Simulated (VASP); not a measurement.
Consider the following.

```
CELL_PARAMETERS angstrom
      2.20206    -3.75547     0.00000
      2.20206     3.75547     0.00000
      0.00000     0.00000     4.93281
ATOMIC_POSITIONS crystal
  Se 0.00000 0.22500 0.66667
  Se 0.77500 0.77500 0.00000
  Se 0.23284 0.00784 0.33333
```

Method: PBE GGA, VASP's PBE PAW potentials (set 64) (plane waves; VASP). Numerical set-up: 400 eV cut-off, 5×5×4 Γ-centred mesh, first-order Methfessel-Paxton smearing of 0.50 eV, potentials Se.

Which forces act on the atoms, in eV/Å?

```tsv
atom	Fx	Fy	Fz
Se1	0.239	0.463	0.066
Se2	-0.304	-0.050	0.060
Se3	0.065	-0.413	-0.126
```

Give the stress tensor in GPa (positive for a compressed cell).

```
 1.78   0.20  -0.28
 0.20   2.50   0.52
-0.28   0.52   4.23
```
The pressure is its mean diagonal, 2.84 GPa.

The compound is Se in the trig structure. The cell was not relaxed at this level, atoms are displaced from their ideal sites. The run is one of a series of settings (ISMEAR = 1, SIGMA = 0.5 against the base run), some of them coarse on purpose.
